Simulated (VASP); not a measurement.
Shape and ions are relaxed at each volume.

Energy against volume of CdSe (wurtzite). Level of theory: revTPSS meta-GGA, VASP's PBE PAW potentials (set 64) (plane waves; VASP).

```
V (Å³/atom)  E (eV/atom)
-----------  -----------
27.448           9.32087
28.324           9.30760
29.200           9.30356
30.076           9.30730
30.952           9.31761
```

Fit a third-order Birch-Murnaghan equation of state.

```
Item                                              Value
---------------------------------------  --------------
volume per atom                          29.19 Å^3/atom
bulk modulus                                   47.4 GPa
pressure derivative of the bulk modulus            4.63
```

Measured: bulk modulus 53.4 GPa (computed value off by -11.3 %), as given by Michael Grünwald et al., The Journal of Chemical Physics (2012), arXiv:1201.2992. The calculation is for a static lattice, while the measured bulk modulus holds thermal and zero-point effects, which are part of the difference.

The compound is CdSe in the wurtzite structure. It was relaxed first.
